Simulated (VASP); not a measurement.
# ZrH6Pb2 (Fm-3m) in VASP: further runs

One crystal, ZrH6Pb2, is run at these levels: PBE; tasks: single point, relaxation of cell and atoms.

All numbers are computed with VASP 6.6.1; they aren't measurements. Logs are shortened: lines on timing, memory, paths and dates and some standing lists are left out, and cuts for length are marked.

## (1) The cell of the first run

The structure is cubic, space group Fm-3m (No. 225). The conventional cell has a = 7.704 Å, b = 7.704 Å, c = 7.704 Å, α = 90.00°, β = 90.00°, γ = 90.00°. Around Zr (site symmetry m-3m) lie 6 H at 1.99 Å. Around H (site symmetry 4mm) lie 1 Zr at 1.99 Å. Around Pb (site symmetry -43m) lie 12 H at 2.72 Å.

The cell was built by a generator and needn't be a form met in nature.

## (2) Single point, PBE (species swapped into the Cs2WBr6 type (Fm-3m, No. 225))

The input, INCAR:

```
SYSTEM = ZrH6Pb2
  PREC = Accurate
  ENCUT = 520
  EDIFF = 1E-7
  ISMEAR = 0
  SIGMA = 0.1
  LREAL = .False.
  LASPH = .True.
  NELM = 100
  ALGO = Normal
  ISIF = 2
  LWAVE = .False.
  LCHARG = .False.
  GGA = PE
  NBANDS = 33
```

The input, KPOINTS:

```
Automatic mesh
0
Gamma
  8 8 8
  0 0 0
```

The input, POSCAR:

```
ZrH6Pb2
1.0
    0.0000000000      3.8522001126      3.8522001126
    3.8522001126      0.0000000000      3.8522001126
    3.8522001126      3.8522001126      0.0000000000
Zr H Pb
1 6 2
Direct
    0.0000000000      0.0000000000      0.0000000000
    0.7416118991      0.2583881009      0.2583881009
    0.2583881009      0.7416118991      0.2583881009
    0.2583881009      0.7416118991      0.7416118991
    0.7416118991      0.2583881009      0.7416118991
    0.2583881009      0.2583881009      0.7416118991
    0.7416118991      0.7416118991      0.2583881009
    0.2500000000      0.2500000000      0.2500000000
    0.7500000000      0.7500000000      0.7500000000
```

Potentials or basis: VASP PAW PBE potentials, release 64 (Zr_sv, H, Pb_d).

Launch:

```
> cat potpaw_PBE.64/Zr_sv/POTCAR potpaw_PBE.64/H/POTCAR potpaw_PBE.64/Pb_d/POTCAR > POTCAR
> mpirun -np 1 vasp_std > vasp.out
```

OUTCAR:

```text
SYSTEM = ZrH6Pb2
   PREC = Accurate
   ENCUT = 520
   EDIFF = 1E-7
   ISMEAR = 0
   LREAL = .False.
   LASPH = .True.
   NELM = 100
   ISIF = 2
   GGA = PE

 ion  position               nearest neighbor table
   1  0.000  0.000  0.000-   2 1.99   3 1.99   4 1.99   5 1.99   6 1.99   7 1.99   9 3.34   9 3.34
                             9 3.34   8 3.34   9 3.34   8 3.34   8 3.34   8 3.34
   2  0.742  0.258  0.258-   1 1.99
   3  0.258  0.742  0.258-   1 1.99
   4  0.258  0.742  0.742-   1 1.99
   5  0.742  0.258  0.742-   1 1.99
   6  0.258  0.258  0.742-   1 1.99
   7  0.742  0.742  0.258-   1 1.99
   8  0.250  0.250  0.250-   1 3.34   1 3.34   1 3.34   1 3.34   9 3.85   9 3.85   9 3.85   9 3.85
                             9 3.85   9 3.85
   9  0.750  0.750  0.750-   1 3.34   1 3.34   1 3.34   1 3.34   8 3.85   8 3.85   8 3.85   8 3.85
                             8 3.85   8 3.85

  LATTYP: Found a face centered cubic cell.
 ALAT       =     7.7044002252

  Lattice vectors:

 A1 = (   0.0000000000,   3.8522001126,   3.8522001126)
 A2 = (   3.8522001126,   0.0000000000,   3.8522001126)
 A3 = (   3.8522001126,   3.8522001126,   0.0000000000)

Analysis of symmetry for initial positions (statically):
=====================================================================
 Subroutine PRICEL returns:
 Original cell was already a primitive cell.

 Routine SETGRP: Setting up the symmetry group for a
 face centered cubic supercell.

 Subroutine GETGRP returns: Found 48 space group operations
 (whereof 48 operations were pure point group operations)
 out of a pool of 48 trial point group operations.

The static configuration has the point symmetry O_h .

Analysis of symmetry for dynamics (positions and initial velocities):
=====================================================================
 Subroutine PRICEL returns:
 Original cell was already a primitive cell.

 Routine SETGRP: Setting up the symmetry group for a
 face centered cubic supercell.

 Subroutine GETGRP returns: Found 48 space group operations
 (whereof 48 operations were pure point group operations)
 out of a pool of 48 trial point group operations.

The dynamic configuration has the point symmetry O_h .

 Subroutine INISYM returns: Found 48 space group operations
 (whereof 48 operations are pure point group operations),
 and found     1 'primitive' translations

----------------------------------------------------------------------------------------

                                     Primitive cell
[... 115 lines left out ...]
   PSTRESS=    0.0 pullay stress
   NELECT =      46.0000    total number of electrons
   NUPDOWN=      -1.0000    fix difference up-down
   EMIN   =  10.00;   EMAX   =-10.00  energy-range for DOS
   EFERMI =   0.00;   METHOD = LEGACY
   ISMEAR =     0;   SIGMA  =   0.10  broadening in eV -4-tet -1-fermi 0-gaus
   EFERMI_NEDOS =   21; number of points for ismear=-14 and -15
   IALGO  =     38    algorithm
   IMIX   =      4    mixing-type and parameters
     AMIX     =   0.40;   BMIX     =  1.00
     AMIX_MAG =   1.60;   BMIX_MAG =  1.00
  volume/ion in A,a.u.               =      12.70        85.73
  Fermi-wavevector in a.u.,A,eV,Ry     =   1.208580  2.283884 19.873550  1.460665
  Thomas-Fermi vector in A             =   2.344183
   LORBIT       =      0    0 simple, 1 ext, 2 COOP (PROOUT), +10 PAW based schemes
   GGA     = PE    functional components
   LHFCALC =     F    Hartree Fock is set to
   AEXX    =    0.0000 exact exchange contribution
   IVDW    =     0    specifies the selected vdW correction
   LEPSILON=     F    determine dielectric tensor
   LRPA    =     F    only Hartree local field effects (RPA)
 non-spin polarized calculation
 Gauss-broadening in eV      SIGMA  =   0.10
  energy-cutoff  :      520.00
  volume of cell :      114.33
 maximum number of plane-waves:      3119
 NGX is ok and might be reduce to    42
   NGX = 21   NGY = 21   NGZ = 21

 number of electron      45.9999996 magnetization

 Free energy of the ion-electron system (eV)
  ---------------------------------------------------
  ext. energy  EPLUGINS =         0.00000000
  ---------------------------------------------------
  free energy    TOTEN  =       -33.99938253 eV

  energy without entropy =      -33.98445781  energy(sigma->0) =      -33.99192017

 E-fermi :   5.0373     XC(G=0):  -9.8675

 val. band max:        4.9772238874   @ k =   0.2500   0.2500   0.0000
 cond. band min:       5.0619574589   @ k =  -0.3750   0.1250   0.0000
 fundamental gap:      0.0847335715
 Fermi energy:         5.0372759079

 k-point     1 :       0.0000    0.0000    0.0000
  band No.  band energies     occupation
      1     -43.5560      2.00000
      2     -21.6537      2.00000
      3     -21.6537      2.00000
      4     -21.6537      2.00000
      5     -11.8510      2.00000
      6     -11.8510      2.00000
[... 853 lines left out ...]
     32      10.3910      0.00000
     33      11.5049      0.00000

 [... further k-points ...]

------------------------ aborting loop because EDIFF is reached ----------------------------------------

  FORCE on cell =-STRESS in cart. coord.  units (eV):
  Direction    XX          YY          ZZ          XY          YZ          ZX
  --------------------------------------------------------------------------------------
  -------------------------------------------------------------------------------------
  Total       -0.0796532     -0.0796532     -0.0796532      0.0000000      0.0000000     -0.0000000
  in kB       -1.1162399     -1.1162399     -1.1162399      0.0000000      0.0000000     -0.0000000
  external PRESSURE =      -1.1162399 kB  Pullay stress =       0.0000000 kB

 VOLUME and BASIS-vectors are now :
 -----------------------------------------------------------------------------
  energy-cutoff  :      520.00
  volume of cell :      114.33
      direct lattice vectors                 reciprocal lattice vectors
     0.000000000  3.852200113  3.852200113    -0.129795957  0.129795957  0.129795957
     3.852200113  0.000000000  3.852200113     0.129795957 -0.129795957  0.129795957
     3.852200113  3.852200113  0.000000000     0.129795957  0.129795957 -0.129795957

 POSITION                                       TOTAL-FORCE (eV/Angst)
 -----------------------------------------------------------------------------------
      0.00000      0.00000      0.00000        -0.000000      0.000000     -0.000000
      1.99073      3.85220      3.85220         0.000759      0.000000     -0.000000
      3.85220      1.99073      3.85220        -0.000000      0.000759     -0.000000
      5.71367      3.85220      3.85220        -0.000759      0.000000     -0.000000
      3.85220      5.71367      3.85220        -0.000000     -0.000759     -0.000000
      3.85220      3.85220      1.99073        -0.000000      0.000000      0.000759
      3.85220      3.85220      5.71367        -0.000000      0.000000     -0.000759
      1.92610      1.92610      1.92610        -0.000000      0.000000     -0.000000
      5.77830      5.77830      5.77830        -0.000000      0.000000     -0.000000
 -----------------------------------------------------------------------------------
    total drift:                               -0.000000     -0.000000      0.000000

  FREE ENERGIE OF THE ION-ELECTRON SYSTEM (eV)
  ---------------------------------------------------
  free  energy   TOTEN  =       -33.9993825310 eV

  energy  without entropy=      -33.9844578106  energy(sigma->0) =      -33.99192017
```

OSZICAR:

```text
N       E                     dE             d eps       ncg     rms          rms(c)
DAV:   1     0.507509514795E+03    0.50751E+03   -0.21723E+04  1914   0.152E+03
DAV:   2     0.130340931506E+02   -0.49448E+03   -0.47242E+03  1994   0.423E+02
DAV:   3    -0.334124924027E+02   -0.46447E+02   -0.44827E+02  2482   0.156E+02
DAV:   4    -0.364203116477E+02   -0.30078E+01   -0.29918E+01  3268   0.340E+01
DAV:   5    -0.365128339545E+02   -0.92522E-01   -0.92430E-01  2660   0.476E+00    0.160E+01
DAV:   6    -0.342987241166E+02    0.22141E+01   -0.27356E+00  2396   0.105E+01    0.632E+00
DAV:   7    -0.339970039614E+02    0.30172E+00   -0.12246E+00  2888   0.527E+00    0.151E+00
DAV:   8    -0.339975212683E+02   -0.51731E-03   -0.10091E-01  2207   0.217E+00    0.730E-01
DAV:   9    -0.339993462921E+02   -0.18250E-02   -0.80121E-03  3018   0.789E-01    0.150E-01
DAV:  10    -0.339993545214E+02   -0.82293E-05   -0.79262E-04  2317   0.158E-01    0.313E-02
DAV:  11    -0.339993736598E+02   -0.19138E-04   -0.11631E-04  2521   0.842E-02    0.157E-02
DAV:  12    -0.339993817078E+02   -0.80479E-05   -0.49507E-05  2493   0.369E-02    0.160E-02
DAV:  13    -0.339993825441E+02   -0.83636E-06   -0.10294E-05  2094   0.236E-02    0.321E-03
DAV:  14    -0.339993825310E+02    0.13152E-07   -0.54956E-07  2391   0.553E-03
   1 F= -.33999383E+02 E0= -.33991920E+02  d E =-.149247E-01
```

Run time: 61 s. Hardware: 1 thread of Intel Xeon 6975P-C (Granite Rapids), shared host; peak memory 0.31 GiB.

What came out:

```
Free energy            : -33.9994 eV
Pressure               : -0.1 GPa
Band gap on the k mesh : none (metal or under the smearing width)
```

## (3) Relaxation of cell and atoms, PBE (species swapped into the Cs2WBr6 type (Fm-3m, No. 225))

The input, INCAR:

```
PREC = Accurate
ENCUT = 600
EDIFF = 1E-6
ISMEAR = 0
SIGMA = 0.1
LREAL = F
LASPH = T
NELM = 100
ALGO = Fast
ISIF = 3
LWAVE = F
LCHARG = F
GGA = PE
IBRION = 2
NSW = 100
EDIFFG = -0.01
```

The input, KPOINTS:

```
Automatic mesh
0
Gamma
  8 8 8
```

The input, POSCAR:

```
ZrH6Pb2
1.0
    0.0000000000      3.8687660169      3.8687660169
    3.8687660169      0.0000000000      3.8687660169
    3.8687660169      3.8687660169      0.0000000000
Zr H Pb
1 6 2
Direct
    0.0000000000      0.0000000000      0.0000000000
    0.7431325568      0.2568674432      0.2568674432
    0.2568674432      0.7431325568      0.2568674432
    0.2568674432      0.7431325568      0.7431325568
    0.7431325568      0.2568674432      0.7431325568
    0.2568674432      0.2568674432      0.7431325568
    0.7431325568      0.7431325568      0.2568674432
    0.2500000000      0.2500000000      0.2500000000
    0.7500000000      0.7500000000      0.7500000000
```

Potentials or basis: VASP PAW PBE potentials, release 64 (Zr_sv, H, Pb_d).

Launch:

```
> cat potpaw_PBE.64/Zr_sv/POTCAR potpaw_PBE.64/H/POTCAR potpaw_PBE.64/Pb_d/POTCAR > POTCAR
> mpirun -np 1 vasp_std > vasp.out
```

OUTCAR:

```text
PREC = Accurate
   ENCUT = 600
   EDIFF = 1E-6
   ISMEAR = 0
   LREAL = F
   LASPH = T
   NELM = 100
   ISIF = 3
   GGA = PE
   IBRION = 2
   NSW = 100
   EDIFFG = -0.01

 ion  position               nearest neighbor table
   1  0.000  0.000  0.000-   2 1.99   3 1.99   4 1.99   5 1.99   6 1.99   7 1.99   9 3.35   9 3.35
                             9 3.35   8 3.35   8 3.35   8 3.35   9 3.35   8 3.35
   2  0.743  0.257  0.257-   1 1.99
   3  0.257  0.743  0.257-   1 1.99
   4  0.257  0.743  0.743-   1 1.99
   5  0.743  0.257  0.743-   1 1.99
   6  0.257  0.257  0.743-   1 1.99
   7  0.743  0.743  0.257-   1 1.99
   8  0.250  0.250  0.250-   1 3.35   1 3.35   1 3.35   1 3.35   9 3.87   9 3.87   9 3.87   9 3.87
                             9 3.87   9 3.87
   9  0.750  0.750  0.750-   1 3.35   1 3.35   1 3.35   1 3.35   8 3.87   8 3.87   8 3.87   8 3.87
                             8 3.87   8 3.87

  LATTYP: Found a face centered cubic cell.
 ALAT       =     7.7375320338

  Lattice vectors:

 A1 = (   0.0000000000,   3.8687660169,   3.8687660169)
 A2 = (   3.8687660169,   0.0000000000,   3.8687660169)
 A3 = (   3.8687660169,   3.8687660169,   0.0000000000)
[... 199 lines left out ...]
  --------------------------------------------------------------------------------------
  -------------------------------------------------------------------------------------
  Total       -0.2599859     -0.2599859     -0.2599859     -0.0000000     -0.0000000      0.0000000
  in kB       -3.5967726     -3.5967726     -3.5967726     -0.0000000     -0.0000000      0.0000000
  external PRESSURE =      -3.5967726 kB  Pullay stress =       0.0000000 kB
[... 245 lines left out ...]
--------------------------------------- Ionic step        7  -------------------------------------------

 number of electron      45.9999997 magnetization

 Free energy of the ion-electron system (eV)
  ---------------------------------------------------
  ext. energy  EPLUGINS =         0.00000000
  ---------------------------------------------------
  free energy    TOTEN  =       -34.00204892 eV

  energy without entropy =      -33.98712258  energy(sigma->0) =      -33.99458575

 E-fermi :   5.0362     XC(G=0):  -9.8672

 val. band max:        4.9760759284   @ k =   0.2500   0.2500   0.0000
 cond. band min:       5.0608573454   @ k =  -0.3750   0.1250   0.0000
 fundamental gap:      0.0847814170
 Fermi energy:         5.0361865240

 k-point     1 :       0.0000    0.0000    0.0000
  band No.  band energies     occupation
      1     -43.5587      2.00000
      2     -21.6564      2.00000
      3     -21.6564      2.00000
      4     -21.6564      2.00000
      5     -11.8516      2.00000
      6     -11.8516      2.00000
[... 733 lines left out ...]
     27       8.2125      0.00000
     28       9.0979      0.00000

 [... further k-points ...]

------------------------ aborting loop because EDIFF is reached ----------------------------------------

  FORCE on cell =-STRESS in cart. coord.  units (eV):
  Direction    XX          YY          ZZ          XY          YZ          ZX
  --------------------------------------------------------------------------------------
  -------------------------------------------------------------------------------------
  Total       -0.0065267     -0.0065267     -0.0065267     -0.0000000     -0.0000000     -0.0000000
  in kB       -0.0914590     -0.0914590     -0.0914590     -0.0000000     -0.0000000     -0.0000000
  external PRESSURE =      -0.0914590 kB  Pullay stress =       0.0000000 kB
[... 24 lines left out ...]
  FREE ENERGIE OF THE ION-ELECTRON SYSTEM (eV)
  ---------------------------------------------------
  free  energy   TOTEN  =       -34.0020489159 eV

  energy  without entropy=      -33.9871225780  energy(sigma->0) =      -33.99458575

 reached required accuracy - stopping structural energy minimisation
```

It took 7.5 min on 1 thread of Intel Xeon 6975P-C (Granite Rapids), shared host; peak memory 0.41 GiB.

What came out:

```yaml
Free_energy: -34.0020 eV
Relaxed_volume: 12.70 Å³/atom
Relaxed_cell: a = 5.448 Å, b = 5.448 Å, c = 5.448 Å, α = 60.00°, β = 60.00°, γ = 60.00°
Space_group_after_relaxing_to_0.05_Å: Fm-3m (No. 225)
Energy_gained_by_relaxing: 0.3 meV/atom
Ionic_steps: 7
Pressure_after_relaxing: 0.0 GPa
Band_gap_on_the_k_mesh: none (metal or under the smearing width)
```

The path:
```csv
step,energy change (eV),largest force (eV/Å),pressure (GPa),volume (Å³)
1,0.0000,0.0388,-0.36,115.81
2,-0.0012,0.0400,-0.13,115.33
3,-0.0018,0.0434,-0.02,114.94
4,-0.0021,0.0478,0.27,114.17
5,-0.0022,0.0474,0.15,114.41
6,-0.0029,0.0134,0.05,114.36
7,-0.0030,0.0012,-0.01,114.33
```

Final structure:
```
Zr H Pb
1.0
     0.00000    3.85227    3.85227
     3.85227    0.00000    3.85227
     3.85227    3.85227    0.00000
Zr H Pb
1 6 2
Direct
  0.00000 0.00000 0.00000
  0.74160 0.25840 0.25840
  0.25840 0.74160 0.25840
  0.25840 0.74160 0.74160
  0.74160 0.25840 0.74160
  0.25840 0.25840 0.74160
  0.74160 0.74160 0.25840
  0.25000 0.25000 0.25000
  0.75000 0.75000 0.75000
```

## (4) Single point, PBE (species swapped into the Cs2WBr6 type (Fm-3m, No. 225))

The input, INCAR:

```
SYSTEM = ZrH6Pb2
PREC = Accurate ; ENCUT = 520
EDIFF = 1E-7 ; ISMEAR = 0
SIGMA = 0.1 ; LREAL = .FALSE.
LASPH = .TRUE. ; NELM = 100
ALGO = Normal ; ISIF = 2
LWAVE = .FALSE. ; LCHARG = .TRUE.
GGA = PE ; LELF = .TRUE.
LVHAR = .TRUE. ; NBANDS = 33
```

The input, KPOINTS:

```
Automatic mesh
0
G
  4 4 4
  0 0 0
```

The input, POSCAR:

```
ZrH6Pb2
1.0
    0.0000000000      3.8961886700      3.8961886700
    3.8961886700      0.0000000000      3.8961886700
    3.8961886700      3.8961886700      0.0000000000
Zr H Pb
1 6 2
Direct
    0.0000000000      0.0000000000      0.0000000000
    0.7632200000      0.2367800000      0.2367800000
    0.2367800000      0.7632200000      0.2367800000
    0.2367800000      0.7632200000      0.7632200000
    0.7632200000      0.2367800000      0.7632200000
    0.2367800000      0.2367800000      0.7632200000
    0.7632200000      0.7632200000      0.2367800000
    0.2500000000      0.2500000000      0.2500000000
    0.7500000000      0.7500000000      0.7500000000
```

Launch:

```
> cat potpaw_PBE.64/Zr_sv/POTCAR potpaw_PBE.64/H/POTCAR potpaw_PBE.64/Pb_d/POTCAR > POTCAR
> mpirun -np 1 vasp_std > vasp.out
```

Wall time 23 s (1 thread of Intel Xeon 6975P-C (Granite Rapids), shared host); peak memory 0.26 GiB.

Results (log left out):

| Quantity | Value |
| --- | --- |
| Free energy | -33.3407 eV |
| Pressure | 5.1 GPa |
| Largest force | 1.446 eV/Å |
| Band gap on the k mesh | none (metal or under the smearing width) |

Forces in eV/Å, atoms in the order of the input:
```
Zr   0.000  0.000  0.000
H    1.446  0.000  0.000
H    0.000  1.446  0.000
H   -1.446  0.000  0.000
H    0.000 -1.446  0.000
H    0.000  0.000  1.446
H    0.000  0.000 -1.446
Pb   0.000  0.000  0.000
Pb   0.000  0.000  0.000
```

Levels at points of the mesh, in eV from the Fermi level:
```tsv
k point	band 19	band 20	band 21	band 22	band 23	band 24	band 25	band 26	band 27	band 28
(0.00, 0.00, 0.00)	-1.94	-1.94	-1.94	-1.92	-1.92	-1.92	-1.25	1.95	1.95	1.95
(0.50, 0.00, 0.00)	-4.02	-2.92	-2.33	-2.33	-0.51	-0.51	2.17	2.17	2.23	4.21
(0.50, 0.50, 0.00)	-3.85	-3.85	-3.54	-0.42	0.49	0.49	2.34	3.22	3.22	3.22
```

Caveat: forces of over 1 eV/Å show positions far from the minimum, so gaps and moduli don't describe the material at rest.

## (5) Summary

```tsv
task	cell	k mesh	cutoff (eV)	gap on the mesh (eV)	pressure (GPa)
single point	species swapped into the Cs2WBr6 type (Fm-3m, No. 225)	8 × 8 × 8	520	none	-0.1
relaxation of cell and atoms	relaxed from: species swapped into the Cs2WBr6 type (Fm-3m, No. 225)	8 × 8 × 8	600	none	0.0
single point	species swapped into the Cs2WBr6 type (Fm-3m, No. 225)	4 × 4 × 4	520	none	5.1
```

Alike in all rows: level PBE; potentials or basis VASP PAW PBE potentials, release 64 (Zr_sv, H, Pb_d); no spin polarisation; smearing gaussian 0.1 eV.

Caveats: forces of over 1 eV/Å show positions far from the minimum, so gaps and moduli don't describe the material at rest (some runs).

Total energies depend on the potentials used, so only differences within one code and one set of settings carry meaning.
